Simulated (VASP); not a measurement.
An input for Ansatz (written as the equivalent of a VASP run, and not itself run):

Ansatz 0.2 input:
```yaml
crystal:
  lattice:
    - [5.1341408, 0.0000000, 0.0000000]
    - [0.0000000, 5.1341408, 0.0000000]
    - [0.0000000, 0.0000000, 3.4531885]
  atoms:
    - { symbol: Pb, position: [1.0000000, 0.0000000, 0.0000000] }
    - { symbol: Pb, position: [0.5000000, 0.5000000, 0.5000000] }
    - { symbol: O, position: [0.3082978, 0.3082978, 1.0000000] }
    - { symbol: O, position: [0.8082978, 0.1917022, 0.5000000] }
    - { symbol: O, position: [0.1917022, 0.8082978, 0.5000000] }
    - { symbol: O, position: [0.6917022, 0.6917022, 0.0000000] }
kpoints:
  mp_grid: { grid: [5, 5, 7] }
hamiltonian:
  xc: revpbe
  pseudopotentials: { kind: paw }
scf:
  occupations: { method: tetrahedron }
  max_iter: 100
output: { forces: true, stress: true, eigenvalues: true }
```

Problem. Translate this input to VASP (INCAR, KPOINTS, POSCAR, choice of POTCAR).

Solution. This is not unique; one that fits is 
**KPOINTS**
```
Automatic mesh
0
gamma
5 5 7
0 0 0
```

POSCAR:
```
PbO2
1
    5.1341408426    -0.0000000000     0.0000000000
   -0.0000000000     5.1341408426     0.0000000000
    0.0000000000     0.0000000000     3.4531884784
Pb O
2 4
Direct
  1.0000000000   0.0000000000   0.0000000000
  0.5000000000   0.5000000000   0.5000000000
  0.3082978216   0.3082978216   1.0000000000
  0.8082978216   0.1917021784   0.5000000000
  0.1917021784   0.8082978216   0.5000000000
  0.6917021784   0.6917021784   0.0000000000
```

**INCAR**
```
# general
SYSTEM  = PbO2
PREC    = Accurate
ENCUT   = 520
LREAL   = .False.
LASPH   = .True.

# electronic loop
EDIFF   = 1E-7
NELM    = 100
ALGO    = Normal
LMAXMIX = 4

# smearing
ISMEAR  = -5

# functional
GGA     = RE

# ions
ISIF    = 2

# output
LWAVE   = .False.
LCHARG  = .True.
LORBIT  = 11
NEDOS   = 601

# other
LEFG    = .True.
```

POTCAR, in this order: Pb_d O (PBE.64 set). Program: vasp_std.

What does not carry over: each code has its own PAW files, so the cut-off isn't converted (ENCUT is set for VASP's; basis.ecutwfc is left out, and Ansatz then takes the one that its files recommend); Ansatz stops its SCF on the density residual and VASP on the energy change (EDIFF); the field gradients of LEFG aren't asked of the other code.

The compound is PbO2 in the rutile structure. It was relaxed first, which changed the volume by +9 %.
